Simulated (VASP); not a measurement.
## GW-BSE spectrum of BaTiO3

What does the electron-hole attraction do to the spectrum of BaTiO3? The cell has space group P4mm. The start is a cell from a database of measured crystal structures.

Method: r2SCAN, no spin polarisation; plane waves and PAW (Ba_sv_GW, Ti_sv_GW, O_GW), in the first sound run; inputs show where later runs differ, in VASP 6.6.1.

This is a report of a sequence of runs, with most program output left out.

The database entry behind the starting cell differs from later determinations by our own check (c/a about 0.6 % short), so it need not match the best structure at ambient conditions.

## 1. The starting structure

The structure is tetragonal, space group P4mm (No. 99). The conventional cell has a = 4.000 Å, b = 4.000 Å, c = 4.018 Å, α = 90.00°, β = 90.00°, γ = 90.00°. Nearest to Ba lie 12 O at 2.79 to 2.88 Å. Ti has 6 O at 1.89 to 2.13 Å nearest. Nearest to O lie 2 Ti at 1.89 to 2.13 Å and 4 Ba at 2.83 Å. Nearest to O lie 2 Ti at 2.00 Å and 4 Ba at 2.79 to 2.88 Å. Farther neighbours and most contacts between anions are not listed.

## 2. Ground state

The orbitals come from a self-consistent r2SCAN run. A small SIGMA keeps every occupation at zero or full.

INCAR

```
SYSTEM = BaTiO3
PREC = Accurate
ENCUT = 440
EDIFF = 1E-08
NELM = 100
ISMEAR = 0
SIGMA = 0.01
LREAL = .FALSE.
ALGO = Normal
METAGGA = R2SCAN
LASPH = .TRUE.
NBANDS = 26
LORBIT = 11
LWAVE = .TRUE.
LCHARG = .FALSE.
KPAR = 8
```

POSCAR

```
BaTiO3
1.0
    3.9998000000      0.0000000000      0.0000000000
    0.0000000000      3.9998000000      0.0000000000
    0.0000000000      0.0000000000      4.0180000000
Ba Ti O
1 1 3
Direct
    0.0000000000      0.0000000000      0.0000000000
    0.5000000000      0.5000000000      0.4900000000
    0.5000000000      0.5000000000      0.0190000000
    0.5000000000      0.0000000000      0.5170000000
    0.0000000000      0.5000000000      0.5170000000
```

KPOINTS

```
Automatic mesh
0
Gamma
6 6 6
0 0 0
```

The projector-augmented-wave data sets are Ba_sv_GW, Ti_sv_GW and O_GW (PBE family, release 64).

On the command line:

```bash
$ mpirun -np 8 vasp_std
```

Run time: 28 s. Hardware: 8 MPI ranks of Intel Xeon 6975P-C (Granite Rapids), shared host; peak memory 1.9 GiB.

The gap is read on the k-mesh alone, so it is an upper bound where the band edges lie off the mesh. The PAW data sets were made with PBE, which is usual practice but a small mismatch for other functionals.

Numbers from this step:

| Item | Value |
| --- | --- |
| free energy (TOTEN) | -78.0499 eV |
| Fermi energy | 5.186 eV |
| pressure | -3.930 GPa |
| gap on the k-mesh | 2.180 eV |
| least direct gap on the k-mesh | 2.443 eV |

The cell has a gap of 2.18 eV on this mesh and a pressure of -3.9 GPa, which holds the misfit of the given cell and coordinates with this functional, and any error of cutoff, mesh and data sets. Spin-orbit coupling is left out, which can shift or reorder these edges. Forces of up to 0.40 eV/Å remain in these settings.

## 3. Empty bands

The next step needs empty bands that the ground-state run didn't converge, so the Hamiltonian is diagonalised exactly for NBANDS bands, in a single step. LOPTICS writes the k-derivatives of the orbitals (WAVEDER), which give the long-wavelength limit of the screening.

INCAR

```
SYSTEM = BaTiO3
PREC = Accurate
ENCUT = 440
ISMEAR = 0
SIGMA = 0.01
LREAL = .FALSE.
METAGGA = R2SCAN
LASPH = .TRUE.
NBANDS = 152
ALGO = Exact
NELM = 1
LWAVE = .TRUE.
LCHARG = .FALSE.
LOPTICS = .TRUE.
NEDOS = 1000
CSHIFT = 0.1
```

POSCAR is that of step 2.

KPOINTS is that of step 2.

On the command line:

```bash
$ mpirun -np 8 vasp_std
```

Run time: 35 s. Hardware: 8 MPI ranks; peak memory 3 GiB; 4.3 min of CPU time.

WAVECAR now holds 152 bands for 40 electrons. Its independent-particle dielectric tensor has xx, yy, zz = 5.9, 5.9, 5.8 on this mesh, which isn't tested for convergence in mesh or bands and lacks local fields.

## 4. G0W0

This step: G0W0 on r2SCAN, no spin polarisation; plane waves and PAW (Ba_sv_GW, Ti_sv_GW, O_GW) (VASP 6.6.1).

One pass of GW corrects the levels to first order, with G and W from the starting orbitals. LWAVE keeps the quasiparticle levels in WAVECAR, and the W files hold the screened interaction for the next step.

INCAR

```
SYSTEM = BaTiO3
PREC = Accurate
ENCUT = 440
ISMEAR = 0
SIGMA = 0.01
LREAL = .FALSE.
METAGGA = R2SCAN
LASPH = .TRUE.
NBANDS = 152
ALGO = EVGW0
NELMGW = 1
ENCUTGW = 100
NOMEGA = 48
PRECFOCK = Fast
NBANDSGW = 32
LWAVE = .TRUE.
LCHARG = .FALSE.
```

POSCAR is that of step 3.

KPOINTS is that of step 3.

On the command line:

```bash
$ mpirun -np 8 vasp_std
```

Run time: 14 min. Hardware: 8 MPI ranks; peak memory 4.2 GiB; 1.9 h of CPU time.

This step gave:

```
quasiparticle gap on the mesh                 : 3.497 eV
smallest direct quasiparticle gap on the mesh : 3.746 eV
gap of the starting orbitals on the mesh      : 2.180 eV
```

GW takes the gap from 2.180 to 3.497 eV. Spin-orbit coupling is left out. The value holds for 152 bands, ENCUTGW = 100 eV and this mesh, and isn't shown to be converged in them.

## 5. BSE, Tamm-Dancoff

This step: BSE on G0W0 on r2SCAN, no spin polarisation; plane waves and PAW (Ba_sv_GW, Ti_sv_GW, O_GW) (VASP 6.6.1).

The Bethe-Salpeter equation adds the screened attraction of electron and hole to the quasiparticle pairs; ANTIRES = 0 leaves out the coupling to antiresonant pairs.

INCAR

```
SYSTEM = BaTiO3
PREC = Accurate
ENCUT = 440
ISMEAR = 0
SIGMA = 0.01
LREAL = .FALSE.
METAGGA = R2SCAN
LASPH = .TRUE.
NBANDS = 152
ALGO = BSE
NBANDSO = 4
NBANDSV = 4
OMEGAMAX = 25
NEDOS = 1000
CSHIFT = 0.1
PRECFOCK = Fast
LWAVE = .FALSE.
LCHARG = .FALSE.
ENCUTGW = 100
ANTIRES = 0
```

POSCAR is that of step 4.

KPOINTS is that of step 4.

On the command line:

```bash
$ mpirun -np 8 vasp_std
```

It took 26 s on 8 MPI ranks; peak memory 4.4 GiB; 3.2 min of CPU time.

This step gave:

| Quantity | Value |
| --- | --- |
| lowest excitation | 3.375 eV |
| direct gap less the lowest excitation | 0.3706 eV |

The imaginary dielectric function has structure finer than the step of the table below, so its rows give means over 1 eV, whole bins alone (the curve runs from 0 to 25 eV). Peaks (eV: height): xx 4.1: 5.07, 4.9: 7.03, 5.9: 3.31, 7.1: 2.33, 7.9: 2.11; zz 4.3: 3.70, 5.1: 7.44, 6.1: 3.71, 6.5: 4.43, 7.0: 2.50, 7.6: 2.14.

From 4 filled and 4 empty bands alone, without any pair above OMEGAMAX = 25 eV, so strength is missing wherever others contribute; lines are broadened by CSHIFT, which also makes the tail under the first line. Imaginary dielectric function against photon energy; means over each step:

| photon energy (eV) | xx | zz |
| --- | --- | --- |
| 1 | 0.0223 | 0.0144 |
| 2 | 0.0698 | 0.0404 |
| 3 | 0.839 | 0.190 |
| 4 | 3.95 | 2.31 |
| 5 | 5.44 | 4.61 |
| 6 | 2.53 | 3.02 |
| 7 | 1.72 | 2.07 |
| 8 | 1.09 | 1.47 |
| 9 | 0.325 | 0.617 |
| 10 | 0.117 | 0.225 |
| 11 | 0.0381 | 0.0326 |
| 12 | 0.0131 | 0.0149 |
| 13 | 0.00870 | 0.00966 |
| 14 | 0.00630 | 0.00684 |
| 15 | 0.00475 | 0.00510 |
| 16 | 0.00371 | 0.00394 |
| 17 | 0.00297 | 0.00312 |
| 18 | 0.00242 | 0.00253 |
| 19 | 0.00201 | 0.00208 |
| 20 | 0.00168 | 0.00173 |
| 21 | 0.00142 | 0.00146 |
| 22 | 0.00122 | 0.00125 |
| 23 | 0.00105 | 0.00107 |
| 24 | 9.2e-4 | 9.3e-4 |

Some of the lowest 40 states alone, with states under 2.5 meV apart joined, scaled to the strongest line shown. Lines of the exciton spectrum (strongest = 100):

| position (eV) | lines merged | oscillator strength |
| --- | --- | --- |
| 3.375 | 2 | 89 |
| 3.401 | 1 | 0.0 |
| 3.579 | 2 | 38 |
| 3.594 | 2 | 80 |
| 3.603 | 2 | 0.4 |
| 3.606 | 1 | 0.0 |
| 3.619 | 2 | 0.0 |
| 3.622 | 1 | 24 |
| 3.781 | 2 | 26 |
| 3.793 | 1 | 0.0 |
| 3.796 | 1 | 0.0 |
| 3.860 | 1 | 0.0 |
| 3.866 | 2 | 100 |
| 3.880 | 1 | 39 |
| 3.902 | 2 | 1.0 |
| 3.925 | 1 | 0.0 |
| 3.933 | 2 | 0.0 |
| 4.052 | 2 | 37 |
| 4.063 | 1 | 0.0 |
| 4.073 | 2 | 78 |
| 4.086 | 3 | 34 |
| 4.096 | 2 | 0.0 |

The lowest excitation lies at 3.375 eV, -371 meV against the direct gap of these orbitals. No second mesh in this session tests these energies, peaks and heights.

## 6. Without the electron-hole attraction

This step: BSE on G0W0 on r2SCAN, without the electron-hole attraction, no spin polarisation; plane waves and PAW (Ba_sv_GW, Ti_sv_GW, O_GW) (VASP 6.6.1).

LADDER = .FALSE. removes the attraction and keeps the local fields, which shows what the attraction does.

INCAR: that of step 5 with these lines changed.

```diff
@@ -20 +20,2 @@
 ANTIRES = 0
+LADDER = .FALSE.
```

POSCAR is that of step 5.

KPOINTS is that of step 5.

On the command line:

```bash
$ mpirun -np 8 vasp_std
```

Run time: 21 s. Hardware: 8 MPI ranks; peak memory 3.8 GiB.

This step gave:

```yaml
lowest_excitation: 3.746 eV
```

The imaginary dielectric function has structure finer than the step of the table below, so its rows give means over 1 eV, whole bins alone (the curve runs from 0 to 25 eV). Peaks (eV: height): xx 5.6: 6.28, 6.3: 6.49, 7.6: 3.16, 8.3: 2.47, 9.9: 1.09; zz 5.6: 4.59, 6.3: 5.94, 7.0: 3.15, 7.4: 3.91, 8.5: 3.64, 9.8: 1.48.

From 4 filled and 4 empty bands alone, without any pair above OMEGAMAX = 25 eV, so strength is missing wherever others contribute; lines are broadened by CSHIFT, which also makes the tail under the first line. The imaginary dielectric function by photon energy; means over each step:

| photon energy (eV) | xx | zz |
| --- | --- | --- |
| 1 | 0.0112 | 0.00782 |
| 2 | 0.0288 | 0.0193 |
| 3 | 0.0850 | 0.0461 |
| 4 | 0.926 | 0.349 |
| 5 | 3.19 | 1.88 |
| 6 | 5.64 | 4.44 |
| 7 | 2.86 | 2.85 |
| 8 | 1.91 | 2.49 |
| 9 | 0.984 | 1.59 |
| 10 | 0.446 | 0.835 |
| 11 | 0.0589 | 0.0885 |
| 12 | 0.0218 | 0.0268 |
| 13 | 0.0130 | 0.0152 |
| 14 | 0.00899 | 0.0101 |
| 15 | 0.00660 | 0.00720 |
| 16 | 0.00503 | 0.00539 |
| 17 | 0.00395 | 0.00419 |
| 18 | 0.00318 | 0.00333 |
| 19 | 0.00260 | 0.00270 |
| 20 | 0.00215 | 0.00223 |
| 21 | 0.00182 | 0.00187 |
| 22 | 0.00154 | 0.00158 |
| 23 | 0.00133 | 0.00135 |
| 24 | 0.00115 | 0.00116 |

The lowest excitation lies at 3.746 eV, +371 meV against the Tamm-Dancoff singlet. No second mesh in this session tests these energies, peaks and heights.

## 7. Independent quasiparticles

This step: BSE on G0W0 on r2SCAN, independent quasiparticles, no spin polarisation; plane waves and PAW (Ba_sv_GW, Ti_sv_GW, O_GW) (VASP 6.6.1).

With LADDER and LHARTREE off the pairs don't interact at all, so the lowest line must equal the direct gap.

INCAR: that of step 6 with these lines changed.

```diff
@@ -21 +21,2 @@
 LADDER = .FALSE.
+LHARTREE = .FALSE.
```

POSCAR is that of step 6.

KPOINTS is that of step 6.

On the command line:

```bash
$ mpirun -np 8 vasp_std
```

The job ended after 6.8 s (8 MPI ranks; peak memory 3.7 GiB; 42 s of CPU time).

The imaginary dielectric function has structure finer than the step of the table below, so its rows give means over 1 eV, whole bins alone (the curve runs from 0 to 25 eV). Peaks (eV: height): xx 5.6: 6.58, 6.2: 6.24, 7.6: 3.05, 8.3: 2.38, 9.8: 1.03; zz 5.6: 6.18, 6.3: 7.32, 7.4: 3.27, 8.5: 2.72, 9.8: 1.14.

From 4 filled and 4 empty bands alone, without any pair above OMEGAMAX = 25 eV, so strength is missing wherever others contribute; lines are broadened by CSHIFT, which also makes the tail under the first line. The imaginary dielectric function by photon energy; means over each step:

| photon energy (eV) | xx | zz |
| --- | --- | --- |
| 1 | 0.0116 | 0.00911 |
| 2 | 0.0300 | 0.0227 |
| 3 | 0.0900 | 0.0563 |
| 4 | 1.00 | 0.459 |
| 5 | 3.51 | 2.48 |
| 6 | 5.61 | 5.61 |
| 7 | 2.64 | 2.81 |
| 8 | 1.84 | 1.75 |
| 9 | 0.933 | 0.922 |
| 10 | 0.422 | 0.453 |
| 11 | 0.0588 | 0.0463 |
| 12 | 0.0214 | 0.0200 |
| 13 | 0.0127 | 0.0121 |
| 14 | 0.00879 | 0.00838 |
| 15 | 0.00646 | 0.00614 |
| 16 | 0.00494 | 0.00469 |
| 17 | 0.00388 | 0.00366 |
| 18 | 0.00312 | 0.00295 |
| 19 | 0.00256 | 0.00241 |
| 20 | 0.00213 | 0.00201 |
| 21 | 0.00179 | 0.00169 |
| 22 | 0.00152 | 0.00143 |
| 23 | 0.00130 | 0.00123 |
| 24 | 0.00114 | 0.00106 |

The lowest excitation lies at 3.746 eV, +371 meV against the Tamm-Dancoff singlet. No second mesh in this session tests these energies, peaks and heights.

## 8. Summary

This step: BSE on G0W0 on r2SCAN; plane waves and PAW (VASP 6.6.1).

Derived from the runs above.

Cost is wall time times ranks on a shared host, for this step alone, without the steps before it. Excitations by level:

| level | first excitation (eV) | cost (core minutes) |
| --- | --- | --- |
| BSE, Tamm-Dancoff | 3.375 | 3.47 |
| without the electron-hole attraction | 3.746 | 2.8 |
| independent quasiparticles | 3.746 | 0.91 |

## 9. Summary of results

* BSE, Tamm-Dancoff: lowest vertical excitation 3.375 eV; direct gap 3.746 eV
* without the electron-hole attraction: lowest vertical excitation 3.746 eV; direct gap 3.746 eV
* independent quasiparticles: lowest vertical excitation 3.746 eV; direct gap 3.746 eV

**Reading.** The Bethe-Salpeter equation puts the lowest vertical singlet excitation at 3.375 eV, 0.37 eV below the direct gap of 3.746 eV; the states within 10 meV of it carry 89 % of the strength of the strongest such group among the lowest 40 states. The attraction moves the centre of weight of eps2 xx over the computed range by -1.06 eV against the run without the attraction. The spectra were run on one mesh, so the distance from the gap isn't shown to be converged; coarse meshes tend to overstate it. Bands, response cutoff and mesh of the GW step weren't tested in this session. Only vertical pairs enter; the least gap on the mesh is indirect, 3.497 eV, and its phonon-assisted absorption is absent. Only the bands set by NBANDSO and NBANDSV form pairs, and any pair above OMEGAMAX = 25 eV is dropped, so the spectrum is that of this window; the window can cut degenerate bands, and the ratio of directions in the curves is that of the window, not of the crystal. Spin-orbit coupling is left out; with Ba in the cell it can split or shift band edges, by an amount that depends on which atoms form them and isn't tested here. The given cell is kept, although it stands at -3.9 GPa at r2SCAN and ENCUT = 440 eV, which holds the mismatch of the given cell with this functional and any basis-set error. The atoms weren't relaxed and carry forces of up to 0.40 eV/Å at r2SCAN in the first static run, so the numbers belong to the given coordinates, and a relaxation would change them. Not tabulated here, as repeats of values shown or as unfit to read for their mesh, reference level or band range: eps2 curves (empty bands); eps1 curves and static values (BSE, empty bands, independent quasiparticles, without the electron-hole attraction); line lists of runs without attraction (independent quasiparticles, without the electron-hole attraction).

[Lines on the potential files, build, host, timing and source positions are cut from VASP's logs without a mark.]

[Logs are printed without paths, hosts, clocks, repeated set-up lines and the standing remarks that a program may print on its own settings, such as how far it seeks lower states.]

[Hosts, paths, dates, database ids (printed as entryN), source tags and the programs' standing remarks are cut or masked in the printed files.]

[Pressures printed for these runs are not shown converged in the cutoff: they can be off by several GPa and have the wrong sign.]
